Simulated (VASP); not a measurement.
SrTiO₃ (cubic perovskite): computed properties

Calculation: r2SCAN meta-GGA, VASP's PBE PAW potentials (set 64) (plane waves; VASP).

For SrTiO3, the space group is Pm-3m (221) and the cell is a = 3.9132 Å, b = 3.9132 Å, c = 3.9132 Å, α = 90.00°, β = 90.00°, γ = 90.00°. The volume per atom is 11.98 Å³/atom. The band gap (over mesh and band path) comes out as 2.26 eV, the smallest direct gap (over mesh and band path) is 2.65 eV and the band-edge character without spin-orbit coupling is indirect, R to Γ. The band gap with spin-orbit coupling is 2.24 eV and the density is 5.08 g/cm³.

Space group Pm-3m (No. 221); a = b = c = 3.9132 Å, α = β = γ = 90.00°

```tsv
atom	site	symmetry	x	y	z
Sr	1a	m-3m	0.0000	0.0000	0.0000
Ti	1b	m-3m	0.5000	0.5000	0.5000
O	3c	4/mm.m	0.0000	0.5000	0.5000
```

Measured: gap 3.59 eV (computed value off by -1.33 eV), as given by Anna Miglio et al., npj Computational Materials (2020), arXiv:2011.12765 [zero-point renormalisation of 336 meV (experimental, the table's column) added back]; a 3.890 Å at 0 K (computed value off by +0.6 %), as given by D. I. Bilc et al., Physical Review B (2008), arXiv:0805.0753 [cubic phase extrapolated to 0 K].

The compound is SrTiO3 in the cubic perovskite structure, the ideal cubic form; the compound distorts at low or room temperature. It was relaxed first. Symmetry was kept, so distortions that lower it aren't found.
